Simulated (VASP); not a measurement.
Write the native input for VASP 6.6.1 that does the following.

| Property | Result |
| --- | --- |
| Task | density of states |
| Functional | PBEsol |
| Potentials or basis | VASP PAW PBE potentials, release 64 (B, Sc_sv, Si) |
| Cutoff | 520 eV |
| k mesh | 5 × 5 × 3, shifted |
| Occupations | fermi-dirac, width 0.1 eV |
| Spin | no spin polarisation |
| Dipole correction | no |
| k mesh for the DOS | 8 × 8 × 5 |
| Occupations for the DOS | tetrahedron |
| Further INCAR settings | ALGO = Normal; EDIFF = 1e-06; NBANDS = 24 |

Crystal: Sc2Si2B.

```
B Sc Si
1.0
    -0.01171    3.71547   -0.01739
     3.70271   -0.01171   -0.02138
     1.87981    1.87978   -5.90601
B Sc Si
1 2 2
Direct
  0.98464 0.01609 0.00173
  0.34473 0.36928 0.30378
  0.67115 0.66521 0.69788
  0.16402 0.15294 0.70790
  0.86603 0.85474 0.26094
```

The cell was built by a generator and needn't be a form met in nature.

The input as run:

POSCAR

```
Sc2Si2B
1.0
   -0.0117095200      3.7154704200     -0.0173853100
    3.7027092000     -0.0117095200     -0.0213840000
    1.8798139800      1.8797787900     -5.9060069000
B Sc Si
1 2 2
Direct
    0.9846350000      0.0160920000      0.0017330000
    0.3447260000      0.3692830000      0.3037750000
    0.6711520000      0.6652100000      0.6978840000
    0.1640240000      0.1529380000      0.7078970000
    0.8660320000      0.8547450000      0.2609420000
```

INCAR.step1

```
PREC     = Accurate       # precision mode
ENCUT    = 520            # plane-wave cutoff, eV
EDIFF    = 1E-6           # SCF threshold, eV
ISMEAR   = -1             # smearing method
SIGMA    = 0.1            # smearing width, eV
LREAL    = False          # projectors in reciprocal space
LASPH    = True           # aspherical terms in the spheres
NELM     = 100            # most SCF steps
ALGO     = Normal         # electronic algorithm
ISIF     = 2              # what is computed and relaxed
LWAVE    = False          # write WAVECAR
LCHARG   = True           # write CHGCAR
LMAXMIX  = 4              # l up to which the mixer works
GGA      = PS             # functional
NBANDS   = 24             # bands
```

KPOINTS.step1

```
Automatic mesh
0
Gamma
  5 5 3
  0 0.5 0
```

INCAR.step2

```
PREC     = Accurate       # precision mode
ENCUT    = 520            # plane-wave cutoff, eV
EDIFF    = 1E-6           # SCF threshold, eV
ISMEAR   = -5             # smearing method
SIGMA    = 0.1            # smearing width, eV
LREAL    = False          # projectors in reciprocal space
LASPH    = True           # aspherical terms in the spheres
NELM     = 100            # most SCF steps
ALGO     = Normal         # electronic algorithm
ISIF     = 2              # what is computed and relaxed
LWAVE    = False          # write WAVECAR
LCHARG   = False          # write CHGCAR
LMAXMIX  = 4              # l up to which the mixer works
GGA      = PS             # functional
LORBIT   = 10             # projections on sites
NBANDS   = 24             # bands
NEDOS    = 1001           # points of the DOS
ICHARG   = 11             # starting density
```

KPOINTS.step2

```
Automatic mesh
0
Gamma
  8 8 5
```

Potentials or basis: VASP PAW PBE potentials, release 64 (B, Sc_sv, Si).

Command:

```bash
$ cat potpaw_PBE.64/B/POTCAR potpaw_PBE.64/Sc_sv/POTCAR potpaw_PBE.64/Si/POTCAR > POTCAR
$ cp INCAR.step1 INCAR
$ cp KPOINTS.step1 KPOINTS
$ mpirun -np 1 vasp_std > vasp.out
$ cp INCAR.step2 INCAR
$ cp KPOINTS.step2 KPOINTS
$ mpirun -np 1 vasp_std > vasp.out
```

Results of the run:

- Valence electrons inside the program's atomic spheres: B 2.18; Sc 9.63, 9.55; Si 1.95, 2.08

Wall time 4.1 min on 1 thread of Intel(R) Xeon(R) Platinum 8375C CPU @ 2.90GHz (Ice Lake), with other jobs on the host, peak memory 0.4 GiB.
